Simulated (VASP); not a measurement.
Output of a VASP run:

File OSZICAR:
```
       N       E                     dE             d eps       ncg     rms          rms(c)
DAV:   1     0.396613238117E+03    0.39661E+03   -0.19382E+04  1852   0.173E+03
DAV:   2     0.194073145354E+01   -0.39467E+03   -0.38734E+03  1818   0.506E+02
DAV:   3    -0.391121323013E+02   -0.41053E+02   -0.40568E+02  2368   0.160E+02
DAV:   4    -0.400280127093E+02   -0.91588E+00   -0.91380E+00  1972   0.249E+01
DAV:   5    -0.400428867189E+02   -0.14874E-01   -0.14872E-01  2102   0.347E+00    0.215E+01
DAV:   6    -0.358254128446E+02    0.42175E+01   -0.42302E+01  2358   0.543E+01    0.170E+01
DAV:   7    -0.356256403853E+02    0.19977E+00   -0.38980E+00  2120   0.235E+01    0.111E+01
DAV:   8    -0.356051058086E+02    0.20535E-01   -0.72432E-01  2063   0.583E+00    0.582E+00
DAV:   9    -0.355779651510E+02    0.27141E-01   -0.86459E-02  2505   0.349E+00    0.984E-01
DAV:  10    -0.355794197798E+02   -0.14546E-02   -0.21064E-02  1923   0.109E+00    0.337E-01
DAV:  11    -0.355792093264E+02    0.21045E-03   -0.11740E-03  2181   0.278E-01    0.800E-02
DAV:  12    -0.355792787663E+02   -0.69440E-04   -0.29040E-05  1804   0.565E-02    0.309E-02
DAV:  13    -0.355792786286E+02    0.13771E-06   -0.55247E-06  2077   0.200E-02
   1 F= -.35579279E+02 E0= -.35579279E+02  d E =-.135798E-08  mag=     0.0000
```

### OUTCAR
```
------------------------ aborting loop because EDIFF is reached ----------------------------------------
  FORCE on cell =-STRESS in cart. coord.  units (eV):
  Direction    XX          YY          ZZ          XY          YZ          ZX
  --------------------------------------------------------------------------------------
  Total       -2.8843896     -2.8843896     -2.8843896     -0.5990373     -0.5990373     -0.5990373
  in kB     -112.1934152   -112.1934152   -112.1934152    -23.3006100    -23.3006100    -23.3006100
  external PRESSURE =    -112.1934152 kB  Pullay stress =       0.0000000 kB
  volume of cell :       41.19
      direct lattice vectors                 reciprocal lattice vectors
     4.351200000  2.175600000  2.175600000     0.344732488 -0.114910829 -0.114910829
     2.175600000  4.351200000  2.175600000    -0.114910829  0.344732488 -0.114910829
     2.175600000  2.175600000  4.351200000    -0.114910829 -0.114910829  0.344732488
 POSITION                                       TOTAL-FORCE (eV/Angst)
 -----------------------------------------------------------------------------------
      0.00000      0.00000      0.00000         0.000000     -0.000000      0.000000
      4.35120      4.35120      4.35120         0.000000     -0.000000      0.000000
      2.17560      2.17560      2.17560        -0.000000      0.000000      0.000000
      6.52680      6.52680      6.52680         0.000000      0.000000     -0.000000
 -----------------------------------------------------------------------------------
    total drift:                                0.000000     -0.000000      0.000000
  FREE ENERGIE OF THE ION-ELECTRON SYSTEM (eV)
  ---------------------------------------------------
  free  energy   TOTEN  =       -35.5792786286 eV

  energy  without entropy=      -35.5792786272  energy(sigma->0) =      -35.57927863

 total charge

# of ion       s       p       d       tot
------------------------------------------
    1        0.216   6.202   5.031  11.449
    2        0.216   6.202   5.031  11.449
    3        1.575   3.429   0.000   5.004
    4        1.575   3.429   0.000   5.004
--------------------------------------------------
tot          3.583  19.260  10.062  32.905

 magnetization (x)

# of ion       s       p       d       tot
------------------------------------------
    1        0.008   0.009   4.170   4.187
    2       -0.008  -0.009  -4.170  -4.187
    3        0.000   0.000   0.000   0.000
    4        0.000   0.000   0.000   0.000
--------------------------------------------------
tot          0.000   0.000   0.000   0.000
```
(Selected blocks of OUTCAR.)

POSCAR:
```
MnO
1
    4.3512000000     2.1756000000     2.1756000000
    2.1756000000     4.3512000000     2.1756000000
    2.1756000000     2.1756000000     4.3512000000
Mn O
2 2
Direct
  0.0000000000   0.0000000000   0.0000000000
  0.5000000000   0.5000000000   0.5000000000
  0.2500000000   0.2500000000   0.2500000000
  0.7500000000   0.7500000000   0.7500000000
```

Task: Reconstruct the remaining input files.

Result: One answer among several that fit: the input of the run itself, LDA (Ceperley-Alder, Perdew-Zunger), plane waves, VASP's LDA PAW potentials (set 64).

### INCAR
```
SYSTEM=MnO
PREC=Accurate; ENCUT=400; LREAL=.False.
LASPH=.True.
EDIFF=1E-6; NELM=100; ALGO=Normal
LMAXMIX=4
ISMEAR=-1; SIGMA=0.02
MAGMOM=5.0 -5.0 2*0.0
ISPIN=2
ISIF=2
LWAVE=.False.; LCHARG=.False.; LORBIT=11
```

**KPOINTS**
```
Automatic mesh
0
Gamma
5 5 5
0 0 0
```

POTCAR, in this order: Mn_pv O (LDA.64 set). Program: vasp_std.

At this cut-off the stress carries a Pulay error, which pulls relaxed volumes low.

The structure is a typed MnO crystal (Fm-3m). The cell was not relaxed at this level, and its volume differs by -5.9 % from the start's. The k-mesh is coarse (spacing up to 0.48 per Å, 2π included), so the numbers may not be converged in it.
